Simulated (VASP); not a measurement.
OSZICAR of a VASP run on NiO (rock salt, AFM-II order):

File OSZICAR:
```
       N       E                     dE             d eps       ncg     rms          rms(c)
DAV:   1     0.269060909440E+03    0.26906E+03   -0.15885E+04  9368   0.211E+03
DAV:   2     0.117453908673E+02   -0.25732E+03   -0.24017E+03  9580   0.412E+02
DAV:   3    -0.183171330658E+02   -0.30063E+02   -0.28630E+02 10640   0.160E+02
DAV:   4    -0.192501105274E+02   -0.93298E+00   -0.92821E+00 10336   0.300E+01
DAV:   5    -0.192771458861E+02   -0.27035E-01   -0.27028E-01 11140   0.480E+00    0.205E+01
DAV:   6    -0.163067243962E+02    0.29704E+01   -0.42226E+01 13828   0.106E+02    0.209E+01
DAV:   7    -0.149105779648E+02    0.13961E+01   -0.72000E+00 11880   0.818E+01    0.916E+00
DAV:   8    -0.151084722279E+02   -0.19789E+00   -0.21141E+00 10324   0.130E+01    0.603E+00
DAV:   9    -0.150395493104E+02    0.68923E-01   -0.21825E-01 15096   0.125E+01    0.183E+00
DAV:  10    -0.150546229720E+02   -0.15074E-01   -0.82657E-02 12692   0.471E+00    0.868E-01
DAV:  11    -0.150534401999E+02    0.11828E-02   -0.20824E-02 14828   0.379E+00    0.151E-01
DAV:  12    -0.150538876366E+02   -0.44744E-03   -0.42587E-03  9588   0.560E-01    0.119E-01
DAV:  13    -0.150538394711E+02    0.48165E-04   -0.43385E-04 13528   0.213E-01    0.598E-02
DAV:  14    -0.150538693151E+02   -0.29844E-04   -0.13674E-04 10588   0.289E-01    0.365E-02
DAV:  15    -0.150538636682E+02    0.56469E-05   -0.25139E-05 11700   0.932E-02    0.856E-03
DAV:  16    -0.150538626708E+02    0.99732E-06   -0.28966E-06 11176   0.262E-02    0.267E-03
DAV:  17    -0.150538615453E+02    0.11255E-05   -0.24548E-07  7220   0.784E-03    0.531E-04
DAV:  18    -0.150538618197E+02   -0.27435E-06   -0.33798E-08  4760   0.384E-03    0.611E-04
DAV:  19    -0.150538616806E+02    0.13909E-06   -0.89825E-09  4728   0.238E-03    0.140E-04
DAV:  20    -0.150538616265E+02    0.54101E-07   -0.41029E-09  4712   0.774E-04
   1 F= -.15053862E+02 E0= -.15053862E+02  d E =0.000000E+00  mag=     0.0000
```

Problem. Which electronic solver shows in the log?

Solution. It is blocked Davidson (ALGO = Normal, or the opening steps of other solvers). The INCAR had ALGO = Normal.

Problem. How was spin treated?

Solution. Collinear spin (ISPIN = 2): the summary line carries one mag value, 0.00 μB in the cell.

Problem. Can the final energy be trusted as converged?

Solution. The run converged. It stopped with EDIFF = 1E-7, NELM = 100 (optB88-vdW, plane waves, VASP's PBE PAW potentials (set 64)).

The compound is NiO in the rock salt, AFM-II order structure. It was relaxed first.
